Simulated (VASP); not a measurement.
Calculation: vdW-DF-cx, VASP's PBE PAW potentials (set 64) (plane waves; VASP 6.6.1).

VASP ran on this input.

INCAR:
```
# general
SYSTEM   = AlN
PREC     = Accurate
ENCUT    = 520   # plane-wave cut-off (eV)
LREAL    = .FALSE.   # projection in real space or not
LASPH    = .TRUE.

# electronic loop
EDIFF    = 1E-6   # SCF stop (eV)
NELM     = 100
ALGO     = Normal   # blocked Davidson

# smearing
ISMEAR   = 0   # Gaussian
SIGMA    = 0.05

# functional
GGA      = CX
LUSE_VDW = .TRUE.
AGGAC    = 0.0

# ions
IBRION   = 2
NSW      = 60
ISIF     = 3   # ions, shape and volume
EDIFFG   = -0.01

# output
LWAVE    = .FALSE.
LCHARG   = .FALSE.
```

File KPOINTS:
```
Automatic mesh
0
Gamma
9 9 9
0 0 0
```

### POSCAR
```
AlN
1
    0.0000000000     2.1900000000     2.1900000000
    2.1900000000     0.0000000000     2.1900000000
    2.1900000000     2.1900000000     0.0000000000
Al N
1 1
Direct
  0.0000000000   0.0000000000   0.0000000000
  0.2500000000   0.2500000000   0.2500000000
```

POTCAR, in this order: Al N (PBE.64 set). Program: vasp_std.

Output of the run:

OSZICAR:
```
       N       E                     dE             d eps       ncg     rms          rms(c)
DAV:   1     0.130944685570E+02    0.13094E+02   -0.41384E+03   560   0.835E+02
DAV:   2    -0.143720714087E+02   -0.27467E+02   -0.26851E+02   760   0.144E+02
DAV:   3    -0.148861991517E+02   -0.51413E+00   -0.51413E+00   632   0.259E+01
DAV:   4    -0.148877779913E+02   -0.15788E-02   -0.15788E-02   880   0.138E+00
DAV:   5    -0.148877801853E+02   -0.21940E-05   -0.21940E-05   624   0.398E-02    0.852E+00
DAV:   6    -0.126139259370E+02    0.22739E+01   -0.12973E+01   592   0.230E+01    0.299E+00
DAV:   7    -0.125986558402E+02    0.15270E-01   -0.10220E-01   592   0.331E+00    0.204E+00
DAV:   8    -0.125893900783E+02    0.92658E-02   -0.22182E-02   632   0.201E+00    0.413E-01
DAV:   9    -0.125890660123E+02    0.32407E-03   -0.76830E-04   792   0.232E-01    0.207E-01
DAV:  10    -0.125891516734E+02   -0.85661E-04   -0.18886E-04   592   0.120E-01    0.173E-02
DAV:  11    -0.125891521558E+02   -0.48245E-06   -0.22315E-06   736   0.146E-02
   1 F= -.12589152E+02 E0= -.12589152E+02  d E =-.125892E+02
       N       E                     dE             d eps       ncg     rms          rms(c)
DAV:   1    -0.125910775996E+02   -0.19259E-02   -0.46975E-02   560   0.200E+00    0.297E-01
DAV:   2    -0.125892402426E+02    0.18374E-02   -0.10951E-02   576   0.709E-01    0.692E-02
DAV:   3    -0.125892235683E+02    0.16674E-04   -0.13621E-04   656   0.127E-01    0.238E-02
DAV:   4    -0.125892121045E+02    0.11464E-04   -0.55147E-06   712   0.208E-02    0.104E-02
DAV:   5    -0.125892096708E+02    0.24336E-05   -0.14351E-06   344   0.114E-02    0.469E-03
DAV:   6    -0.125892096301E+02    0.40741E-07   -0.72744E-08   296   0.291E-03
   2 F= -.12589210E+02 E0= -.12589210E+02  d E =-.574742E-04
       N       E                     dE             d eps       ncg     rms          rms(c)
DAV:   1    -0.125898559464E+02   -0.64628E-03   -0.10446E-02   560   0.946E-01    0.140E-01
DAV:   2    -0.125894463191E+02    0.40963E-03   -0.24217E-03   576   0.333E-01    0.330E-02
DAV:   3    -0.125894448074E+02    0.15117E-05   -0.31119E-05   656   0.606E-02    0.114E-02
DAV:   4    -0.125894435973E+02    0.12101E-05   -0.11903E-06   488   0.979E-03    0.492E-03
DAV:   5    -0.125894437771E+02   -0.17979E-06   -0.33098E-07   304   0.554E-03
   3 F= -.12589444E+02 E0= -.12589444E+02  d E =-.291621E-03
```

### OUTCAR
```
------------------------ aborting loop because EDIFF is reached ----------------------------------------
  FORCE on cell =-STRESS in cart. coord.  units (eV):
  Direction    XX          YY          ZZ          XY          YZ          ZX
  --------------------------------------------------------------------------------------
  Total        0.0002020      0.0002020      0.0002020     -0.0000000     -0.0000000     -0.0000000
  in kB        0.0153376      0.0153376      0.0153376     -0.0000000     -0.0000000     -0.0000000
  external PRESSURE =       0.0153376 kB  Pullay stress =       0.0000000 kB
  volume of cell :       21.11
      direct lattice vectors                 reciprocal lattice vectors
     0.000000000  2.193443231  2.193443231    -0.227952104  0.227952104  0.227952104
     2.193443231  0.000000000  2.193443231     0.227952104 -0.227952104  0.227952104
     2.193443231  2.193443231  0.000000000     0.227952104  0.227952104 -0.227952104
  FREE ENERGIE OF THE ION-ELECTRON SYSTEM (eV)
  ---------------------------------------------------
  free  energy   TOTEN  =       -12.5894437771 eV

  energy  without entropy=      -12.5894437771  energy(sigma->0) =      -12.58944378

 reached required accuracy - stopping structural energy minimisation
```
(Selected blocks of OUTCAR.)

### CONTCAR
```
AlN
   1.00000000000000
     0.0000000000000000    2.1934432306294593    2.1934432306294593
     2.1934432306294593    0.0000000000000000    2.1934432306294593
     2.1934432306294593    2.1934432306294593    0.0000000000000000
  Al              N
     1     1
Direct
     0.0000000000000000    0.0000000000000000    0.0000000000000000
     0.2500000000000000    0.2500000000000000    0.2500000000000000
```

The compound is AlN in the zinc blende structure, a metastable form; wurtzite is the usual one. This run relaxes it. Symmetry was kept, so distortions that lower it aren't found.
